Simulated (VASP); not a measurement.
Given:

```yaml
crystal:
  lattice:
    - [2.25532, -3.90633, 0.00000]
    - [2.25532, 3.90633, 0.00000]
    - [0.00000, 0.00000, 7.33269]
  atoms:
    - { symbol: Mg, position: [0.66667, 0.33333, 0.49971] }
    - { symbol: Mg, position: [0.33333, 0.66667, 0.99971] }
    - { symbol: Te, position: [0.66667, 0.33333, 0.87629] }
    - { symbol: Te, position: [0.33333, 0.66667, 0.37629] }
```

Level of theory: LDA (Ceperley-Alder, Perdew-Zunger), VASP's LDA PAW potentials (set 64) (plane waves; VASP). Numerical set-up: 500 eV cut-off, 6×6×3 Γ-centred mesh, Gaussian smearing of 0.050 eV, potentials Mg Te.

Unless said otherwise, spin-orbit coupling is left out, though it shifts the bands of the heavy elements here.

Q: What does the run give for the energy per atom (σ→0), band gap (on the k-mesh) with the smallest direct gap where there is one?

A: 
| Item | Value |
|---|---|
| band gap (on the k-mesh) | 2.45 eV |
| smallest direct gap (on the k-mesh) | 2.45 eV |
| energy per atom (σ→0) | -352.6 kJ/mol of atoms |

The compound is MgTe in the wurtzite structure. It was relaxed first.
